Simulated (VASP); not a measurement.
Input:

```xyz
1
Lattice="-3.1110 3.1110 3.1110 3.1110 -3.1110 3.1110 3.1110 3.1110 -3.1110" Properties=species:S:1:pos:R:3 pbc="T T T"
Cs     0.0000     0.0000     0.0000
```

The numbers are results of PBE GGA, VASP's PBE PAW potentials (set 64) (plane waves; VASP), not measurements. Run with 400 eV cut-off, 6×6×6 Γ-centred mesh, first-order Methfessel-Paxton smearing of 0.10 eV, potentials Cs_sv.

Unless said otherwise, spin-orbit coupling is left out, though it shifts the bands of the heavy elements here.

Question: Predict the energy per atom (σ→0), band gap (on the k-mesh) with the smallest direct gap where there is one.

Answer: 
```yaml
band gap (on the k-mesh): none (metal, semimetal or under 0.01 eV)
energy per atom (σ→0): -0.834 eV/atom
```

The absolute energy has meaning only against runs of the same code, potentials and settings.

The compound is Cs in the bcc structure. The cell was not relaxed at this level.
